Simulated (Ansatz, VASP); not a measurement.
# CdS (Greenockite): VASP beside Ansatz, part 2 of 2

Aim: how closely do two programs agree when they are given the same cell, functional and k mesh? The structure shown is the end of the Ansatz relaxation below.

VASP 6.6.1 and Ansatz 0.2.0.

So far. Step 3 (VASP: single point, LDA, pair 1): The run ends at a pressure of -1.98 GPa, with forces up to 1.4e-4 eV/Å.

## 6. VASP: single point, LDA, pair 2

Level of this step: LDA; plane waves and PAW (S, Cd) (VASP).

The same cell, functional (in two slightly different forms), mesh and smearing now go to VASP, with its own data sets.

INCAR

```
SYSTEM = CdS
PREC = Accurate
ENCUT = 500
EDIFF = 1E-06
NELM = 120
ISMEAR = 0
SIGMA = 0.02
LREAL = .FALSE.
ALGO = Normal
GGA = CA
NBANDS = 24
LORBIT = 11
LWAVE = .FALSE.
LCHARG = .FALSE.
ISIF = 2
LASPH = .TRUE.
GGA_COMPAT = .FALSE.
EFERMI = MIDGAP
KPAR = 2
```

POSCAR

```
CdS
1.0
    3.9265092542      0.0000000000      0.0000000000
   -1.9632546271      3.4004567624      0.0000000000
    0.0000000000      0.0000000000      6.4316903675
S Cd
2 2
Direct
    0.3333333333      0.6666666667      0.3746694742
    0.6666666667      0.3333333333      0.8746694742
    0.3333333333      0.6666666667      0.0003305258
    0.6666666667      0.3333333333      0.5003305258
```

KPOINTS

```
Automatic mesh
0
Gamma
15 15 8
0 0 0
```

The projector-augmented-wave data sets are S and Cd (LDA family, release 64).

Run with:

```bash
mpirun -np 2 vasp_std
```

Numbers of over 12 decimals in the logs are rounded to 6 here.

Log:

```text
[... set-up lines as in an earlier step ...]
 entering main loop
       N       E                     dE             d eps       ncg     rms          rms(c)
DAV:   1     0.253796841145E+03    0.25380E+03   -0.17714E+04  6480   0.137E+03
DAV:   2    -0.318789623385E+01   -0.25698E+03   -0.24949E+03  7408   0.349E+02
DAV:   3    -0.154755533618E+02   -0.12288E+02   -0.12250E+02  8152   0.790E+01
DAV:   4    -0.155862076115E+02   -0.11065E+00   -0.11062E+00  7496   0.737E+00
[...]
DAV:  11    -0.145303986470E+02   -0.22280E-04   -0.21554E-04  7408   0.104E-01    0.270E-02
DAV:  12    -0.145303997265E+02   -0.10794E-05   -0.16317E-05  8120   0.515E-02    0.157E-02
DAV:  13    -0.145303992831E+02    0.44340E-06   -0.41710E-06  7512   0.293E-02
   1 F= -.14530399E+02 E0= -.14530399E+02  d E =0.000000E+00
```

Parts of OUTCAR (step 6):

```text
  Total        5.3065390      5.3065390      5.3146574      0.0000000     -0.0000000      0.0000000
  in kB       99.0040427     99.0040427     99.1555090      0.0000000     -0.0000000      0.0000000
  external PRESSURE =      99.0545315 kB  Pullay stress =       0.0000000 kB

 POSITION                                       TOTAL-FORCE (eV/Angst)
 -----------------------------------------------------------------------------------
     -0.00000      2.26697      2.40976         0.000000      0.000000     -0.002153
      1.96325      1.13349      5.62560         0.000000     -0.000000     -0.002153
     -0.00000      2.26697      0.00213        -0.000000      0.000000      0.002153
      1.96325      1.13349      3.21797        -0.000000     -0.000000      0.002153
 -----------------------------------------------------------------------------------
    total drift:                               -0.000000     -0.000000      0.000763

  FREE ENERGIE OF THE ION-ELECTRON SYSTEM (eV)
  ---------------------------------------------------
  free  energy   TOTEN  =       -14.5303992831 eV

  energy  without entropy=      -14.5303992831  energy(sigma->0) =      -14.53039928

[... 1 part as in an earlier step ...]

[... 2 further parts left out ...]
[key lines of the parts left out:]
E-fermi :   3.1686
```

The run ends at a pressure of 9.91 GPa, with forces up to 0.0022 eV/Å.

## 7. Comparison

What differs besides the data sets and the points named for the pairs above, as far as they apply: the data sets hold 52 valence electrons in Ansatz (on its PAW soft_1 files) and 36 in VASP. Total energies have different zeros and are not compared.

The two programs side by side:

| quantity | Ansatz | VASP | difference |
| --- | --- | --- | --- |
| pressure (GPa) | 9.07 | 9.91 | -0.84 |
| gap on the k mesh (eV) | 1.239 | 1.276 | -0.037 |

A gap on the mesh is an upper bound, since the band edges may lie between its points.

## 8. Ansatz: relaxation, LDA

This run makes the geometry at which the two programs are then compared. The cell compared in this pair holds 87.78 Å³, against 85.88 Å³ for the pair before.

The structure compared here is the end of the Ansatz relaxation.

input.yaml

```yaml
crystal:
  lattice:
    - [3.959495575, 0.0, 0.0]
    - [-1.9797477875, 3.4290237541, 0.0]
    - [0.0, 0.0, 6.4655276497]
  atoms:
    - { symbol: S, position: [0.3333333333, 0.6666666667, 0.3751778716] }
    - { symbol: S, position: [0.6666666667, 0.3333333333, 0.8751778716] }
    - { symbol: Cd, position: [0.3333333333, 0.6666666667, -0.0001778716] }
    - { symbol: Cd, position: [0.6666666667, 0.3333333333, 0.4998221284] }
kpoints:
  mp_grid: { grid: [15, 15, 8] }
hamiltonian:
  xc: lda
  pseudopotentials: { kind: paw, azcp: { folder: soft_1 }, xc_functional: pbe }
scf:
  occupations: { method: gaussian, width: 0.02 }
output:
  forces: true
  stress: true
  eigenvalues: true
relax:
  adjacent_minimum: "off"
  f_tol: 0.001
  max_steps: 60
  cell: { stress_tol: 0.01, fix: [volume] }
```

Run with:

```bash
ansatz run input.yaml --threads 4 --pin off --max-ram 16384MiB --backend cpu --events-out ev --progress --plain --runs-dir out
```

Log:

```text
[...]
Crystal: 4 atoms, lattice volume = 87.784 Å³
Basis set: ecut = 420 eV, 1761 PW (Γ)
Bands: 32, of which v1, the nominal top of the filled ones, is band 26 counted from 1 (25 counted from 0)
Symmetry: 12 space group operations
[...]
k-points: 135 of 1800 (time reversal used)
[...]
--- Relaxed structure (3 steps of the walk, 3 accepted, 1 SCFs on fresh bases) ---
[...]
cell:  # Å, volume = 87.7838 Å³
    - [3.957837, 0.0, 0]
    - [-1.978919, 3.427588, 0]
    - [0, 0, 6.470947]
  atoms:
    - { symbol: S, position: [0.333333, 0.666667, 0.374970] }
    - { symbol: S, position: [0.666667, 0.333333, 0.874970] }
    - { symbol: Cd, position: [0.333333, 0.666667, 3.0256900604759696e-5] }
    - { symbol: Cd, position: [0.666667, 0.333333, 0.500030] }
[key lines of the parts left out:]
SCF converged after 8 iterations
Free energy (F): -17977.257968 eV
Fermi energy:    9.106367 eV
P = ⅓ Tr σ = 6.8288 GPa (68.288 kbar)
```

## 9. VASP: single point, LDA, pair 3

The same cell, functional (in two slightly different forms), mesh and smearing now go to VASP, with its own data sets.

INCAR is that of step 6.

POSCAR

```
CdS
1.0
    3.9578372700      0.0000000000      0.0000000000
   -1.9789186350      3.4275876198      0.0000000000
    0.0000000000      0.0000000000      6.4709468028
S Cd
2 2
Direct
    0.3333333333      0.6666666667      0.3749697431
    0.6666666667      0.3333333333      0.8749697431
    0.3333333333      0.6666666667      0.0000302569
    0.6666666667      0.3333333333      0.5000302569
```

KPOINTS is that of step 6.

Run with:

```bash
mpirun -np 2 vasp_std
```

Log:

```text
[... set-up lines as in an earlier step ...]
 entering main loop
       N       E                     dE             d eps       ncg     rms          rms(c)
DAV:   1     0.253136196477E+03    0.25314E+03   -0.17670E+04  6480   0.136E+03
DAV:   2    -0.301380131512E+01   -0.25615E+03   -0.24873E+03  7384   0.348E+02
DAV:   3    -0.155644617382E+02   -0.12551E+02   -0.12510E+02  8072   0.793E+01
DAV:   4    -0.156801257235E+02   -0.11566E+00   -0.11562E+00  7536   0.750E+00
[...]
DAV:  12    -0.146348814012E+02   -0.34360E-05   -0.11868E-05  8136   0.339E-02    0.149E-02
DAV:  13    -0.146348801469E+02    0.12543E-05   -0.72378E-06  8224   0.339E-02    0.176E-03
DAV:  14    -0.146348802533E+02   -0.10637E-06   -0.98489E-07  4320   0.572E-03
   1 F= -.14634880E+02 E0= -.14634880E+02  d E =0.000000E+00
```

From OUTCAR (step 9):

```text
  Total        4.1555382      4.1555382      4.1611687      0.0000000     -0.0000000      0.0000000
  in kB       75.8444024     75.8444024     75.9471662      0.0000000     -0.0000000      0.0000000
  external PRESSURE =      75.8786570 kB  Pullay stress =       0.0000000 kB

 POSITION                                       TOTAL-FORCE (eV/Angst)
 -----------------------------------------------------------------------------------
     -0.00000      2.28506      2.42641         0.000000      0.000000     -0.001410
      1.97892      1.14253      5.66188        -0.000000      0.000000     -0.001410
     -0.00000      2.28506      0.00020        -0.000000      0.000000      0.001410
      1.97892      1.14253      3.23567         0.000000     -0.000000      0.001410
 -----------------------------------------------------------------------------------
    total drift:                               -0.000000     -0.000000     -0.000552

  FREE ENERGIE OF THE ION-ELECTRON SYSTEM (eV)
  ---------------------------------------------------
  free  energy   TOTEN  =       -14.6348802533 eV

  energy  without entropy=      -14.6348802533  energy(sigma->0) =      -14.63488025

[... 1 part as in an earlier step ...]

[... 2 further parts left out ...]
[key lines of the parts left out:]
E-fermi :   2.9146
```

The run ends at a pressure of 7.59 GPa, with forces up to 0.0014 eV/Å.

## 10. Comparison

What differs besides the data sets and the points named for the pairs above, as far as they apply: the data sets hold 52 valence electrons in Ansatz (on its PAW soft_1 files) and 36 in VASP. Total energies have different zeros and are not compared.

The two programs side by side:

| quantity | Ansatz | VASP | difference |
| --- | --- | --- | --- |
| pressure (GPa) | 6.83 | 7.59 | -0.76 |
| gap on the k mesh (eV) | 1.199 | 1.234 | -0.035 |

A gap on the mesh is an upper bound, since the band edges may lie between its points.

## 11. Outcome

* difference in gap on the k mesh (single point, LDA, pair 1): -0.028 eV
* difference in gap on the k mesh (single point, LDA, pair 2): -0.037 eV
* difference in pressure (single point, LDA, pair 2): -0.84 GPa
* difference in gap on the k mesh (single point, LDA, pair 3): -0.035 eV
* difference in pressure (single point, LDA, pair 3): -0.76 GPa

In words: The difference in pressure is -0.84 GPa (single point, LDA, pair 2), within the 1 GPa picked in this series as the mark of a large difference. The data sets hold unlike numbers of valence electrons (52 in Ansatz and 36 in VASP), so part of the differences comes from the potentials. 4 further runs of this series are not shown here. Such differences can come from data sets, numerical settings and the points named under the comparisons, not from the functional's error against experiment.

[Lines on the potential files, build, host, timing and source positions are cut from VASP's logs without a mark.]

[Logs are printed without paths, hosts, clocks, repeated set-up lines and the standing remarks that a program may print on its own settings, such as how far it seeks lower states.]

[Hosts, paths, dates, database ids (printed as entryN), source tags and the programs' standing remarks are cut or masked in the printed files.]
